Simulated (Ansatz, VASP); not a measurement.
## Ge (zigzag Ge chain): VASP beside Ansatz

Aim: how closely do two programs agree when they are given the same cell, functional and k mesh? The structure shown is the start of the Ansatz relaxation below; VASP solves that cell, so the two are compared at the walk's first step. Other levels of theory on this material are compared in a session of their own.

Method: plane waves, with VASP 6.6.1 beside it; single point at RPBE and single point at PBEsol, in Ansatz 0.2.0.

## 1. Set-up

The cell holds 2 atoms: 2 Ge. Cell: a = 9.000 Å, b = 7.500 Å, c = 4.026 Å, α = 90.0°, β = 90.0°, γ = 90.0°. Vacuum lies along a and b. The structure's axis is c.

## 2. Ansatz: relaxation, RPBE

Ansatz runs on its default PAW (the set named soft_2) files.

The two programs are compared at the cell with which this relaxation starts, whose forces are those of its first step.

input.yaml reads:

```yaml
crystal:
  lattice:
    - [9.0, 0.0, 0.0]
    - [0.0, 7.5, 0.0]
    - [0.0, 0.0, 4.0262410234]
  atoms:
    - { symbol: Ge, position: [0.440533602, 0.5, 0.0], spin: 0.3 }
    - { symbol: Ge, position: [0.559466398, 0.5, 0.5], spin: 0.3 }
magnetization:
  spin_polarized: true
kpoints:
  mp_grid: { grid: [1, 1, 20] }
scf:
  occupations: { method: fermi_dirac, width: 0.05 }
hamiltonian:
  xc: rpbe
relax:
  cell: { fix: [a, b, alpha, beta, gamma] }
  max_steps: 60
```

Command:

```console
$ ansatz run input.yaml --threads 4 --pin off --max-ram 8192MiB --backend cpu --events-out ev --progress --plain --runs-dir out
```

Numbers of over 12 decimals in the logs are rounded to 6 here.

Output:

```text
Engine: ansatz 0.2.0, aarch64-unknown-linux-gnu
Pseudopotentials: kind: paw
Pseudopotential: Ge, paw, valence charge 14, recommended cutoff 420 eV (normal), Ge.paw.azcp
Functional definition: RPBE
  parameter kappa = 0.804
  parameter beta = 0.066725
  exchange = rpbe_x(kappa = kappa, mu = beta*pi^2/3)
  correlation = pbe_c(beta = beta)
Crystal: 2 atoms, lattice volume = 271.771 Å³
Basis set: ecut = 420 eV, 5335 PW (Γ), exchange–correlation on 128×108×54 points (8 copies of the dense FFT grid, shifted against one another)
Bands: 19, of which v1, the nominal top of the filled ones, is band 14 counted from 1 (13 counted from 0)
Symmetry: 8 space group operations
Space group: Pmma (ITA 51), of the structure as read, at distance tolerance 6.5e-5 Å
Magnetic group: BNS 51.289 (UNI 387), of the structure as read, at distance tolerance 6.5e-5 Å
k-points: 11 of 20
Non-local potential: Ge, projectors of the file, l = 0: 2, l = 1: 2, l = 2: 3, l = 3: 1
PAW form: soft (Blöchl's): semilocal exchange-correlation on the pseudo side does not see the compensation charge
PAW frozen core: Ge, regenerated for the run's functional, and the local potential with it (the file was generated under x = pbe(κ = 0.804, μ = 0.219515), c = pbe(β = 0.066725))
PAW one-centre angular grid: Ge, 590 points (default); XC on 64 Gauss nodes
Initial density: superposition of atomic densities (neutral atoms: chi_scale 0, normalization atom)
Starting moments: Σ|m| = 0.6 μB on 2 of 2 sites
Initial wavefunctions: pseudopotential atomic-orbital guess
Functional: x = rpbe, c = pbe(β = 0.066725)
iter 1 solved again at ethr=1.94e-3 eV; its pass at ethr=3.10e-3 eV (dr2=5.43e-1 eV) is discarded
SCF iter   1: F=—  HF=-8599.397189 eV  |F-HF|=—  |Δ(HF+E_count)|=         —  Δρ=1.39e-2 (↑1.27e-2 ↓1.39e-2)  dr2=5.48e-1  dr2_m=3.50e-1  M=0.055 μB ∫|m|=0.055 μB  β_m=0.30  ethr=1.94e-3  ⟨swp⟩=1.0  Hψ=2708  notcnv=0
preconditioner: auto → LDOS  [metal: Δε(μ)=0.070 eV  Ē_g=8.377 eV  σ=0.050 eV  W_gap=0.33  n_scr=30 (ndim 8)  ℏωp=6.4 eV  f_vac=0.669  D(μ)=1.16/eV (n_scr^D=4)]
spin=Collinear: LDOS preconditioning applied to the charge; magnetization (m = ρ↑ − ρ↓) channel mixes plain (no charge-response kernel on spin).
SCF iter   2: F=—  HF=-8599.316301 eV  |F-HF|=—  |Δ(HF+E_count)|=   8.09e-2  Δρ=9.78e-3 (↑8.79e-3 ↓9.78e-3)  dr2=2.51e-1  dr2_m=1.74e-1  M=0.047 μB ∫|m|=0.048 μB  β_m=0.30  ethr=1.94e-3  ⟨swp⟩=2.2  Hψ=528  notcnv=0
SCF iter   3: F=—  HF=-8599.251013 eV  |F-HF|=—  |Δ(HF+E_count)|=   6.53e-2  Δρ=6.18e-3 (↑5.76e-3 ↓6.18e-3)  dr2=1.05e-2  dr2_m=8.63e-2  M=0.041 μB ∫|m|=0.041 μB  β_m=0.30  ethr=8.95e-4  ⟨swp⟩=3.1  Hψ=742  notcnv=0
SCF iter   4: F=—  HF=-8599.259951 eV  |F-HF|=—  |Δ(HF+E_count)|=   8.94e-3  Δρ=4.26e-3 (↑4.08e-3 ↓4.26e-3)  dr2=2.64e-3  dr2_m=4.30e-2  M=0.028 μB ∫|m|=0.028 μB  β_m=0.30  ethr=3.75e-5  ⟨swp⟩=3.3  Hψ=972  notcnv=0  defer=6
SCF iter   5: F=—  HF=-8599.262176 eV  |F-HF|=—  |Δ(HF+E_count)|=   2.23e-3  Δρ=2.97e-3 (↑2.91e-3 ↓2.97e-3)  dr2=5.30e-4  dr2_m=2.14e-2  M=0.022 μB ∫|m|=0.022 μB  β_m=0.30  ethr=9.42e-6  ⟨swp⟩=2.0  Hψ=593  notcnv=0  defer=6
SCF iter   6: F=—  HF=-8599.263802 eV  |F-HF|=—  |Δ(HF+E_count)|=   1.63e-3  Δρ=2.08e-3 (↑2.08e-3 ↓2.06e-3)  dr2=1.29e-5  dr2_m=1.07e-2  M=0.018 μB ∫|m|=0.019 μB  β_m=0.30  ethr=1.89e-6  ⟨swp⟩=2.0  Hψ=604  notcnv=0  defer=6
SCF iter   7: F=—  HF=-8599.264371 eV  |F-HF|=—  |Δ(HF+E_count)|=   5.69e-4  Δρ=1.47e-3 (↑1.47e-3 ↓1.45e-3)  dr2=4.85e-6  dr2_m=5.30e-3  M=0.015 μB ∫|m|=0.015 μB  β_m=0.30  ethr=4.62e-8  ⟨swp⟩=2.2  Hψ=718  notcnv=0  defer=6
Mixer restart at iter 7: flushing history
spin-set hold released at iteration 7 (site moments contracting): the magnetisation degrees of freedom join the quasi-Newton model from the next iteration; the mixer history was flushed
SCF iter   8: F=—  HF=-8599.264665 eV  |F-HF|=—  |Δ(HF+E_count)|=   2.94e-4  Δρ=1.04e-3 (↑1.04e-3 ↓1.02e-3)  dr2=2.36e-6  dr2_m=2.64e-3  M=0.012 μB ∫|m|=0.012 μB  β_m=0.65  ethr=1.73e-8  ⟨swp⟩=2.0  Hψ=722  notcnv=0  defer=6
SCF iter   9: F=—  HF=-8599.265001 eV  |F-HF|=—  |Δ(HF+E_count)|=   3.36e-4  Δρ=2.63e-5 (↑2.41e-5 ↓2.63e-5)  dr2=5.10e-8  dr2_m=1.58e-6  M=0.003 μB ∫|m|=0.003 μB  β_m=0.82  ethr=8.42e-9  ⟨swp⟩=2.7  Hψ=750  notcnv=0  defer=6
SCF iter  10: F=—  HF=-8599.265015 eV  |F-HF|=—  |Δ(HF+E_count)|=   1.45e-5  Δρ=1.20e-5 (↑1.14e-5 ↓1.20e-5)  dr2=1.14e-8  dr2_m=3.38e-7  M=0.001 μB ∫|m|=0.001 μB  β_m=0.91  ethr=1.82e-10  ⟨swp⟩=5.0  Hψ=1490  notcnv=0
SCF iter  11: F=—  HF=-8599.265017 eV  |F-HF|=—  |Δ(HF+E_count)|=   1.42e-6  Δρ=2.08e-6 (↑1.78e-6 ↓2.08e-6)  dr2=2.74e-9  dr2_m=8.84e-9  M=0.000 μB ∫|m|=0.000 μB  β_m=0.96  ethr=4.09e-11  ⟨swp⟩=4.8  Hψ=1316  notcnv=0
SCF iter  12: F=—  HF=-8599.265017 eV  |F-HF|=—  |Δ(HF+E_count)|=   4.37e-8  Δρ=5.42e-7 (↑5.42e-7 ↓4.57e-7)  dr2=2.69e-9  dr2_m=1.07e-10  M=0.000 μB ∫|m|=0.000 μB  β_m=0.79  ethr=9.77e-12  ⟨swp⟩=4.0  Hψ=1201  notcnv=0
[...]
the starting moments were not kept: the SCF closed with an absolute magnetisation of 1.9e-6 μB, where they sum to 0.6 μB in size (2 sites). That is at most 0.1 of that sum. Measured as dr2_m measures the in/out step, that magnetisation stands 3.1e-13 eV from none, at or under the dr2_threshold of 2.0e-7 eV: it is no larger than a step whose dr2_m would equal this threshold.
SCF 3 converged in 7 iterations: F = -8599.391849 eV  dr2 = 4.26e-11
relax step   3: F+E_penalty+E_count = -8599.39184943 eV  Δ(F+E_penalty+E_count) = -1.046e-2 eV  max|allowed force component| = 4.342e-2 eV/Å  Δτ_max = 0.0268 Å  P = +0.108 GPa  Ω = 270.120 Å³  energy of the carried Pulay correction = +4.466e-5 eV  fix = [a, b, alpha, beta, gamma]  reactions: a +0.009, b +0.184 GPa  (7 SCF iters, dr2 threshold 2.00e-7 eV, accepted)
[...]
relax step   4: F+E_penalty+E_count = -8599.39278793 eV  Δ(F+E_penalty+E_count) = -9.385e-4 eV  max|allowed force component| = 2.356e-3 eV/Å  Δτ_max = 0.0071 Å  P = +0.085 GPa  Ω = 271.516 Å³  energy of the carried Pulay correction = +6.877e-6 eV  fix = [a, b, alpha, beta, gamma]  reactions: a +0.044, b +0.183 GPa  (7 SCF iters, dr2 threshold 1.18e-7 eV, accepted)
[...]
relax step   5: F+E_penalty+E_count = -8599.39278139 eV  Δ(F+E_penalty+E_count) = +6.535e-6 eV  max|allowed force component| = 2.360e-3 eV/Å  Δτ_max = 0.0000 Å  P = +0.085 GPa  Ω = 271.516 Å³  fix = [a, b, alpha, beta, gamma]  reactions: a +0.044, b +0.183 GPa  stress off target by 2.73e-2 GPa on what of the cell is left free  SCF on the basis re-selected at this cell (its energy is not comparable with the rows above)  (4 SCF iters)
basis re-selected at this cell: Δ(F+E_penalty+E_count) = +6.535e-6 eV, ΔP = -0.000 GPa vs the last step (what re-selecting the basis moved, of the pressure what is left beyond the Pulay correction that the steps carried, after the strain that the cell walked since its last selection, with what the two solves' SCF thresholds leave and, on support functions, any second-order correction that the steps lacked; it is no m [...]
SCF converged after 4 iterations
Magnetization: -0.0000 μB (14.0000 up, 14.0000 down)
Absolute magnetization: 0.0000 μB (∫|ρ↑−ρ↓|, with the PAW one-centre terms)
Spin contamination: 0.0000 ħ² per cell (⟨S²⟩ above its minimum at these occupations)
Per-site moments (μB) at R_I (Å): [(-1.3931638235277879e-8, 0.983115), (-1.393163835784948e-8, 0.983115)]
Free energy (F): -8599.392781 eV
Harris-Foulkes:  -8599.392781 eV  (|F-HF|=6.37e-11)
Internal energy: -8599.385832 eV  (E = F + TS)
E sigma→0 (E₀):  -8599.389307 eV
Entropy (-TS):   -0.006949 eV (-3.475 meV/atom)
Fermi energy:    -2.339555 eV
--- Per-component energies (eV) ---
  E_band       = -584.821367
  E_kinetic    = 217.610901
  E_local      = -9114.052373  (includes V_loc(G=0)·N_el)
  E_nonlocal   = 830.451460
  E_hartree    = 4108.635495
  E_xc         = -148.406467
  E_vxc        = -124.318787  (∫ρ·V_xc dr)
  E_paw        = -4044.527452  (= ΣΔE_a)
  E_vpaw       = -611.784280  (= ΣTr[D̂ρ^β])
  E_aug_tail   = 0.000625  (compensation charges beyond the density's cutoff)
  E_ewald      = -448.734208
  E_core_change = -0.363813  (= ΣΔE_core)
  E_smearing   = -0.006949  (= −TS)
  E_closure    = 0.000000  (closes the sum)
  Σ components = -8599.392781   (vs F -8599.392781, Δ=0.00e0)
--- Forces (eV/Å), atoms counted from 1 ---
  atom   1  Ge    -0.00235962    -0.00000000     0.00000000
  atom   2  Ge     0.00235962    -0.00000000     0.00000000
  max |Σ_I F_I| component: 4.34e-19 eV/Å
--- Stress (GPa, compression-positive) ---
        0.044065      -0.000000      -0.000000
       -0.000000       0.182647      -0.000000
       -0.000000      -0.000000       0.027268
  P = ⅓ Tr σ = 0.0847 GPa (0.847 kbar)
--- Relaxed structure (4 steps of the walk, 4 accepted, 1 SCFs on fresh bases) ---
  F+E_penalty+E_count = -8599.39278139 eV   max|allowed force component| = 2.360e-3 eV/Å   (the final SCF, on the basis selected at the relaxed cell)
  cell:  # Å, volume = 271.5163 Å³
    - [9.0, 0.0, 0.0]
    - [0.0, 7.5, 0.0]
    - [0.0, 0.0, 4.022463]
  atoms:
    - { symbol: Ge, position: [0.428960, 0.500000, 0.0] }
    - { symbol: Ge, position: [0.571040, 0.500000, 0.5] }
```

The column dr2 measures how far the density is from self-consistency, as an energy; F and HF (Harris–Foulkes) agree once it is small.

## 3. VASP: single point, RPBE, start cell

The same cell, functional, mesh and smearing now go to VASP, with its own data sets.

Lines of VASP's logs that name or quote its potential files are left out, and so is its time.

INCAR reads:

```
SYSTEM = Ge
PREC = Accurate
ENCUT = 410
EDIFF = 1E-06
NELM = 200
ISMEAR = -1
SIGMA = 0.05
LREAL = .FALSE.
ALGO = Normal
GGA = RP
NBANDS = 21
ISPIN = 2
MAGMOM = -0 -0
LORBIT = 11
LWAVE = .FALSE.
LCHARG = .FALSE.
ISIF = 2
LASPH = .TRUE.
GGA_COMPAT = .FALSE.
KPAR = 2
```

POSCAR reads:

```
Ge
1.0
    9.0000000000      0.0000000000      0.0000000000
    0.0000000000      7.5000000000      0.0000000000
    0.0000000000      0.0000000000      4.0262410000
Ge
2
Direct
    0.4405335556      0.5000000000      0.0000000000
    0.5594664444      0.5000000000      0.5000001242
```

KPOINTS reads:

```
Automatic mesh
0
Gamma
1 1 20
0 0 0
```

The projector-augmented-wave data sets are Ge_d (PBE family, release 64).

Command:

```console
$ mpirun -np 2 vasp_std
```

Output:

```text
[banner, memory and clock lines left out]
running    2 mpi-ranks, on    1 nodes
 distrk:  each k-point on    1 cores,    2 groups
 distr:  one band on    1 cores,    1 groups

 POSCAR found type information on POSCAR Ge
 POSCAR found :  1 types and       2 ions
|                                                                             |
|               ----> ADVICE to this user running VASP <----                  |
|                                                                             |
|     You enforced a specific xc type in the INCAR file but a different       |
|     [... a line on the potential file left out ...]
|     I HOPE YOU KNOW WHAT YOU ARE DOING!                                     |
|                                                                             |

 LDA part: xc-table for (Slater+PW92), standard interpolation
 POSCAR, INCAR and KPOINTS ok, starting setup
 FFT: planning ... GRIDC
 FFT: planning ... GRID_SOFT
 FFT: planning ... GRID
 WAVECAR not read
 entering main loop
       N       E                     dE             d eps       ncg     rms          rms(c)
DAV:   1     0.154491493770E+03    0.15449E+03   -0.13170E+04  1067   0.135E+03
DAV:   2     0.132303464065E+02   -0.14126E+03   -0.13777E+03  1090   0.287E+02
DAV:   3    -0.557004987459E+01   -0.18800E+02   -0.18746E+02  1222   0.117E+02
DAV:   4    -0.636251327004E+01   -0.79246E+00   -0.79213E+00  1058   0.279E+01
DAV:   5    -0.640732751473E+01   -0.44814E-01   -0.44813E-01  1427   0.630E+00    0.302E+00
DAV:   6    -0.628440753132E+01    0.12292E+00   -0.77562E-02  1113   0.298E+00    0.175E+00
DAV:   7    -0.620988175489E+01    0.74526E-01   -0.21810E-01  1126   0.390E+00    0.225E-01
DAV:   8    -0.620441138817E+01    0.54704E-02   -0.31023E-02  1034   0.203E+00    0.142E-01
DAV:   9    -0.620283497329E+01    0.15764E-02   -0.35922E-03  1232   0.586E-01    0.681E-02
DAV:  10    -0.620184234164E+01    0.99263E-03   -0.53577E-04  1005   0.210E-01    0.426E-02
DAV:  11    -0.620136846378E+01    0.47388E-03   -0.16740E-04  1186   0.850E-02    0.243E-02
DAV:  12    -0.620175803518E+01   -0.38957E-03   -0.81053E-05   964   0.727E-02    0.151E-02
DAV:  13    -0.620250071379E+01   -0.74268E-03   -0.88962E-05   868   0.391E-02    0.615E-03
DAV:  14    -0.620259921069E+01   -0.98497E-04   -0.12169E-05  1043   0.368E-02    0.421E-03
DAV:  15    -0.620265765298E+01   -0.58442E-04   -0.57972E-06   783   0.164E-02    0.263E-03
DAV:  16    -0.620269419646E+01   -0.36543E-04   -0.11792E-05   768   0.158E-02    0.112E-03
DAV:  17    -0.620269435631E+01   -0.15984E-06   -0.18027E-06   868   0.940E-03
   1 F= -.62026944E+01 E0= -.61978288E+01  d E =-.973121E-02  mag=    -0.0000
```

Parts of OUTCAR (step 3):

```text
ion  position               nearest neighbor table
   1  0.441  0.500  0.000-   2 2.28   2 2.28
   2  0.559  0.500  0.500-   1 2.28   1 2.28

  LATTYP: Found a simple orthorhombic cell.
 ALAT       =     4.0262410000
 B/A-ratio  =     1.8627796995
 C/A-ratio  =     2.2353356394

 Subroutine GETGRP returns: Found  8 space group operations
 (whereof  4 operations were pure point group operations)

The static configuration has the point symmetry C_2v.
 The point group associated with its full space group is D_2h.

 Found     11 irreducible k-points:

   k-points           NKPTS =     11   k-points in BZ     NKDIM =     11   number of bands    NBANDS=     21

   dimension x,y,z NGX =    60 NGY =   50 NGZ =   28
   dimension x,y,z NGXF=   120 NGYF=  100 NGZF=   56

   ENCUT  =  410.0 eV  30.13 Ry    5.49 a.u.  14.86 12.38  6.65*2*pi/ulx,y,z

   NELECT =      28.0000    total number of electrons

 k-points in reciprocal lattice and weights: Automatic mesh
   0.00000000  0.00000000  0.00000000       0.050
   0.00000000  0.00000000  0.05000000       0.100
   0.00000000  0.00000000  0.10000000       0.100
   0.00000000  0.00000000  0.15000000       0.100
   0.00000000  0.00000000  0.20000000       0.100
   0.00000000  0.00000000  0.25000000       0.100
   0.00000000  0.00000000  0.30000000       0.100
   0.00000000  0.00000000  0.35000000       0.100
   0.00000000  0.00000000  0.40000000       0.100
   0.00000000  0.00000000  0.45000000       0.100
   0.00000000  0.00000000  0.50000000       0.050

 average (electrostatic) potential at core
       1 -82.2326       2 -82.2326

 E-fermi :  -2.9740

 spin component 1
 k-point     1 :       0.0000    0.0000    0.0000
  band No.  band energies     occupation
    ...
     10     -27.2327      1.00000
     11     -13.5173      1.00000
     12      -6.8075      1.00000
     13      -4.9098      1.00000
     14      -4.4802      1.00000
     15      -1.5590      0.00000
     16      -1.3201      0.00000
     17       0.6597      0.00000
     18       0.8035      0.00000
     19       1.9501      0.00000
    ...

 k-point     2 :       0.0000    0.0000    0.0500
  band No.  band energies     occupation
    ...
     10     -27.2310      1.00000
     11     -13.4948      1.00000
     12      -6.8830      1.00000
     13      -4.9950      1.00000
     14      -4.4573      1.00000
     15      -1.3349      0.00000
     16      -1.3281      0.00000
     17       0.6391      0.00000
     18       0.8060      0.00000
     19       1.9307      0.00000
    ...

 k-point     3 :       0.0000    0.0000    0.1000
  band No.  band energies     occupation
    ...
     10     -27.2262      1.00000
     11     -13.4273      1.00000
     12      -7.1237      1.00000
     13      -5.1467      1.00000
     14      -4.3887      1.00000
     15      -1.3590      0.00000
     16      -0.7532      0.00000
     17       0.5694      0.00000
     18       0.8079      0.00000
     19       1.8799      0.00000
    ...

 k-point     4 :       0.0000    0.0000    0.1500
  band No.  band energies     occupation
    ...
     10     -27.2183      1.00000
     11     -13.3147      1.00000
     12      -7.5291      1.00000
     13      -5.2238      1.00000
     14      -4.2746      1.00000
     15      -1.4330      0.00000
     16       0.0418      0.00000
     17       0.4300      0.00000
     18       0.7986      0.00000
     19       1.8341      0.00000
    ...

 k-point     5 :       0.0000    0.0000    0.2000
  band No.  band energies     occupation
    ...
     10     -27.2020      1.00000
     11     -13.1571      1.00000
     12      -8.0474      1.00000
     13      -5.1925      1.00000
     14      -4.1156      1.00000
     15      -1.5779      0.00000
     16       0.1993      0.00000
     17       0.7864      0.00000
     18       0.9571      0.00000
     19       1.8516      0.00000
    ...

 k-point     6 :       0.0000    0.0000    0.2500
  band No.  band energies     occupation
    ...
     10     -27.1843      1.00000
     11     -12.9542      1.00000
     12      -8.6165      1.00000
     13      -5.0730      1.00000
     14      -3.9124      1.00000
     15      -1.8126      0.00000
     16      -0.1259      0.00000
     17       0.8124      0.00000
     18       1.9310      0.00000
     19       1.9595      0.00000
    ...

  Total        1.2009642      0.1883121      2.1300512      0.0000000      0.0000000      0.0000000
  in kB        7.0800629      1.1101590     12.5573237      0.0000000      0.0000000      0.0000000
  external PRESSURE =       6.9158485 kB  Pullay stress =       0.0000000 kB

  energy-cutoff  :      410.00
  volume of cell :      271.77
      direct lattice vectors                 reciprocal lattice vectors
     9.000000000  0.000000000  0.000000000     0.111111111  0.000000000  0.000000000
     0.000000000  7.500000000  0.000000000     0.000000000  0.133333333  0.000000000
     0.000000000  0.000000000  4.026241000     0.000000000  0.000000000  0.248370627

 POSITION                                       TOTAL-FORCE (eV/Angst)
 -----------------------------------------------------------------------------------
      3.96480      3.75000      0.00000        -1.171117      0.000000      0.000000
      5.03520      3.75000      2.01312         1.171117      0.000000      0.000000
 -----------------------------------------------------------------------------------
    total drift:                                0.000141      0.000000     -0.000180

  FREE ENERGIE OF THE ION-ELECTRON SYSTEM (eV)
  ---------------------------------------------------
  free  energy   TOTEN  =        -6.2026943563 eV

  energy  without entropy=       -6.1929631501  energy(sigma->0) =       -6.19782875

 total charge
# of ion       s       p       d       tot
------------------------------------------
    1        1.224   1.111   9.998  12.333
    2        1.224   1.111   9.998  12.333
--------------------------------------------------
tot          2.449   2.222  19.996  24.666

 magnetization (x)
# of ion       s       p       d       tot
------------------------------------------
    1        0.000   0.000  -0.000   0.000
    2        0.000   0.000  -0.000   0.000
--------------------------------------------------
tot          0.000   0.000  -0.000   0.000

[... 6 further parts left out ...]
```

[end of part 1 of 2]

[Lines on the potential files, build, host, timing and source positions are cut from VASP's logs without a mark.]

[Logs are printed without paths, hosts, clocks, repeated set-up lines and the standing remarks that a program may print on its own settings, such as how far it seeks lower states.]

[Hosts, paths, dates, database ids (printed as entryN), source tags and the programs' standing remarks are cut or masked in the printed files.]
